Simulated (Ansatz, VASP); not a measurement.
# NbTe2: VASP beside Ansatz, part 2 of 2

Aim: how closely do two programs agree when they are given the same cell, functional and k mesh?

VASP 6.6.1 and Ansatz 0.2.0.

So far. Step 3 (Ansatz: single point, LDA): The run ends at a pressure of -5.13 GPa, with forces up to 0.30 eV/Å.

**6. VASP: band structure, LDA**

Level of this step: LDA; plane waves and PAW (Nb_sv, Te) (VASP).

A single point gives forces, pressure and levels at one fixed geometry, so differences don't come from the geometry; what else differs is listed under the comparison.

INCAR

```
SYSTEM = NbTe2
PREC = Accurate
ENCUT = 400
EDIFF = 1E-06
NELM = 100
ISMEAR = -1
SIGMA = 0.05
LREAL = .FALSE.
ALGO = Normal
GGA = CA
NBANDS = 25
LASPH = .TRUE.
LORBIT = 11
LWAVE = .FALSE.
LCHARG = .FALSE.
KPAR = 4
```

POSCAR

```
NbTe2
1.0
    3.7204640793      0.0000000000      0.0000000000
   -1.8602320397      3.2220164065      0.0000000000
    0.0000000000      0.0000000000      7.1482664684
Nb Te
1 2
Direct
    0.0000000000      0.0000000000      0.0000000000
    0.6666666700      0.3333333300      0.7456322300
    0.3333333300      0.6666666700      0.2543677700
```

KPOINTS

```
Automatic mesh
0
Gamma
9 9 4
0 0 0
```

KPOINTS_OPT

```
Line mode
16
Line-mode
Reciprocal
  0.00000000   0.00000000   0.00000000 GAMMA
  0.50000000   0.00000000   0.00000000 M

  0.50000000   0.00000000   0.00000000 M
  0.33333333   0.33333333   0.00000000 K

  0.33333333   0.33333333   0.00000000 K
  0.00000000   0.00000000   0.00000000 GAMMA

  0.00000000   0.00000000   0.00000000 GAMMA
  0.00000000   0.00000000   0.50000000 A

  0.00000000   0.00000000   0.50000000 A
  0.50000000   0.00000000   0.50000000 L

  0.50000000   0.00000000   0.50000000 L
  0.33333333   0.33333333   0.50000000 H

  0.33333333   0.33333333   0.50000000 H
  0.00000000   0.00000000   0.50000000 A

  0.50000000   0.00000000   0.50000000 L
  0.50000000   0.00000000   0.00000000 M

  0.33333333   0.33333333   0.00000000 K
  0.33333333   0.33333333   0.50000000 H
```

PAW data sets: Nb_sv and Te (LDA family, release 64).

Launch:

```bash
$ mpirun -np 4 vasp_std
```

Numbers of over 12 decimals in the logs are rounded to 6 here.

Output:

```text
[banner, memory and clock lines left out]
running    4 mpi-ranks, on    1 nodes
[...]
LDA part: xc-table for (Slater(with rela. corr.)+CA(PZ))
 , standard interpolation
 POSCAR, INCAR and KPOINTS ok, starting setup
[...]
entering main loop
       N       E                     dE             d eps       ncg     rms          rms(c)
DAV:   1     0.147122421830E+03    0.14712E+03   -0.94033E+03  2206   0.709E+02
DAV:   2    -0.114781027485E+02   -0.15860E+03   -0.15254E+03  2969   0.240E+02
DAV:   3    -0.204962990476E+02   -0.90182E+01   -0.88719E+01  3300   0.477E+01
DAV:   4    -0.209445703664E+02   -0.44827E+00   -0.44666E+00  3154   0.109E+01
[...]
DAV:  11    -0.200585112717E+02    0.28285E-04   -0.10569E-04  3039   0.735E-02    0.368E-02
DAV:  12    -0.200585122324E+02   -0.96071E-06   -0.21906E-05  3048   0.227E-02    0.146E-02
DAV:  13    -0.200585122311E+02    0.13360E-08   -0.90899E-07  1843   0.551E-03
   1 F= -.20058512E+02 E0= -.20048835E+02  d E =-.193554E-01
 Start KPOINTS_OPT (optional k-point list driver)
k-point batch [1-43\144]
       N       E                     dE             ncg
DAV:   1    -0.216627047484E+04   -0.26001E+05     2278
DAV:   2    -0.856423740050E+04   -0.63980E+04     2956
DAV:   3    -0.893551080332E+04   -0.37127E+03     3284
DAV:   4    -0.895176736076E+04   -0.16257E+02     3009
DAV:   5    -0.895225584193E+04   -0.48848E+00     3102
DAV:   6    -0.895226460243E+04   -0.87605E-02     3137
DAV:   7    -0.895226478944E+04   -0.18702E-03     3034
DAV:   8    -0.895226479216E+04   -0.27141E-05     2391
DAV:   9    -0.895226479242E+04   -0.26068E-06     2036
[...]
k-point batch [130-144\144]
       N       E                     dE             ncg
DAV:   1     0.145683784903E+05   -0.13045E+05      854
DAV:   2     0.126739107008E+05   -0.18945E+04     1033
DAV:   3     0.125757950013E+05   -0.98116E+02     1028
DAV:   4     0.125690219949E+05   -0.67730E+01     1180
DAV:   5     0.125689363728E+05   -0.85622E-01     1003
DAV:   6     0.125689333426E+05   -0.30301E-02     1148
DAV:   7     0.125689333143E+05   -0.28355E-04     1003
DAV:   8     0.125689333135E+05   -0.79747E-06      907
```

OUTCAR, selected parts (step 6):

```text
  Total       -2.9346904     -2.9346904     -2.3916099      0.0000000     -0.0000000      0.0000000
  in kB      -54.8715561    -54.8715561    -44.7172740      0.0000000     -0.0000000      0.0000000
  external PRESSURE =     -51.4867954 kB  Pullay stress =       0.0000000 kB

 POSITION                                       TOTAL-FORCE (eV/Angst)
 -----------------------------------------------------------------------------------
      0.00000      0.00000      0.00000         0.000000      0.000000     -0.000000
      1.86023      1.07401      5.32998        -0.000000     -0.000000      0.300079
     -0.00000      2.14801      1.81829         0.000000      0.000000     -0.300079
 -----------------------------------------------------------------------------------
    total drift:                                0.000000      0.000000      0.000000

  FREE ENERGIE OF THE ION-ELECTRON SYSTEM (eV)
  ---------------------------------------------------
  free  energy   TOTEN  =       -20.0585122311 eV

  energy  without entropy=      -20.0391568302  energy(sigma->0) =      -20.04883453

[... 1 part as in an earlier step ...]

[... 2 further parts left out ...]
[key lines of the parts left out:]
E-fermi :   6.9024
```

At this level the cell is under a tension of 5.1 GPa, so at these settings it is away from equilibrium.

**7. Ansatz: band structure, LDA**

The same cell, functional (in two slightly different forms), mesh and smearing now go to Ansatz, which takes its cutoff from its data sets.

input.yaml

```yaml
crystal:
  lattice:
    - [3.7204640793, 0.0, 0.0]
    - [-1.8602320397, 3.2220164065, 0.0]
    - [0.0, 0.0, 7.1482664684]
  atoms:
    - { symbol: Nb, position: [0.0, 0.0, 0.0] }
    - { symbol: Te, position: [0.66666667, 0.33333333, 0.74563223] }
    - { symbol: Te, position: [0.33333333, 0.66666667, 0.25436777] }
hamiltonian:
  xc: lda
  pseudopotentials: { kind: paw }
kpoints:
  mp_grid: { grid: [9, 9, 4] }
  band_path:
    path:
      - [0.0, 0.0, 0.0]
      - [0.13333, 0.0, 0.0]
      - [0.3, 0.0, 0.0]
      - [0.46667, 0.0, 0.0]
      - [0.46667, 0.06667, 0.0]
      - [0.41111, 0.17778, 0.0]
      - [0.35556, 0.28889, 0.0]
      - [0.28889, 0.28889, 0.0]
      - [0.17778, 0.17778, 0.0]
      - [0.06667, 0.06667, 0.0]
      - [0.0, 0.0, 0.03333]
      - [0.0, 0.0, 0.2]
      - [0.0, 0.0, 0.36667]
      - [0.0, 0.0, 0.5]
      - [0.16667, 0.0, 0.5]
      - [0.3, 0.0, 0.5]
      - [0.46667, 0.0, 0.5]
      - [0.46667, 0.06667, 0.5]
      - [0.41111, 0.17778, 0.5]
      - [0.35556, 0.28889, 0.5]
      - [0.28889, 0.28889, 0.5]
      - [0.17778, 0.17778, 0.5]
      - [0.06667, 0.06667, 0.5]
      - [0.5, 0.0, 0.46667]
      - [0.5, 0.0, 0.3]
      - [0.5, 0.0, 0.13333]
      - [0.33333, 0.33333, 0.0]
      - [0.33333, 0.33333, 0.16667]
      - [0.33333, 0.33333, 0.33333]
      - [0.33333, 0.33333, 0.5]
    npoints: 1
scf:
  occupations: { method: fermi_dirac, width: 0.05 }
  n_extra_bands: 7
output:
  forces: true
  stress: true
  eigenvalues: true
```

Launch:

```bash
$ ansatz run input.yaml --threads 2 --pin off --max-ram 4608MiB --backend cpu --events-out ev --progress --plain --runs-dir out
```

Output:

```text
[...]
Crystal: 3 atoms, lattice volume = 85.689 Å³
Basis set: ecut = 420 eV, 1703 PW (Γ)
Bands: 30, of which v1, the nominal top of the filled ones, is band 23 counted from 1 (22 counted from 0)
Symmetry: 12 space group operations
[...]
k-points: 43 of 324
[...]
k-point 0: bands = [... 19 lower, 9.7105, 9.9070, 10.3634, 10.3634, 11.3028, 11.3028, 13.8391, 13.8391, ... 3 higher]
  k-point 1: bands = [... 19 lower, 8.4596, 10.3607, 10.3607, 10.5868, 11.2290, 11.2290, 13.9693, 13.9693, ... 3 higher]
  k-point 2: bands = [... 19 lower, 8.2091, 10.3582, 10.3582, 10.7877, 11.1595, 11.1595, 14.0992, 14.0992, ... 3 higher]
  k-point 42: bands = [... 19 lower, 7.2266, 7.8635, 7.8635, 11.1240, 11.1240, 11.4256, 13.8189, 13.8189, ... 3 higher]
[key lines of the parts left out:]
SCF converged after 7 iterations
Free energy (F): -18098.183049 eV
Fermi energy:    10.367522 eV
P = ⅓ Tr σ = -5.0782 GPa (-50.782 kbar)
```

Wall time 4.2 s (2 threads of Intel Xeon Platinum 8488C (Sapphire Rapids), shared host); peak memory 0.45 GiB; 7 s of CPU time.

**8. Comparison**

Both answers:

```csv
quantity,Ansatz,VASP,difference
pressure (GPa),-5.08,-5.15,+0.07
```

Forces (eV/Å; atoms numbered as in POSCAR):

```csv
atom,"Ansatz x, y, z","VASP x, y, z"
Nb1,"0.000, 0.000, 0.000","0.000, 0.000, 0.000"
Te2,"0.000, 0.000, 0.323","0.000, 0.000, 0.300"
Te3,"0.000, 0.000, -0.323","0.000, 0.000, -0.300"
```

The forces differ by 11 meV/Å r.m.s., which is 7.7 % of the r.m.s. force of 0.14 eV/Å (both taken over all components). Levels from 3 eV below to 2 eV above the Fermi level differ by 6 meV r.m.s. and 14 meV at most; each VASP level is matched to the nearest of Ansatz, which flatters the figure a little. Ansatz's pressure holds a Pulay correction of 0.03 GPa; VASP's holds none.

**9. What came out**

```json
{
  "r.m.s. force difference (single point, LDA)": "11 meV/Å",
  "r.m.s. difference of levels near the Fermi level (band structure, LDA)": "6.4 meV",
  "r.m.s. force difference (band structure, LDA)": "11 meV/Å"
}
```

In words: The r.m.s. force difference is 11 meV/Å (single point, LDA), within the 12 meV/Å picked in this series as the mark of a large difference. For single point, LDA, no further run moves any of the tabulated differences by more than a quarter of its size. How closely two codes agree says nothing of how well the functional describes the real material.

[Lines on the potential files, build, host, timing and source positions are cut from VASP's logs without a mark.]

[Logs are printed without paths, hosts, clocks, repeated set-up lines and the standing remarks that a program may print on its own settings, such as how far it seeks lower states.]

[Hosts, paths, dates, database ids (printed as entryN), source tags and the programs' standing remarks are cut or masked in the printed files.]
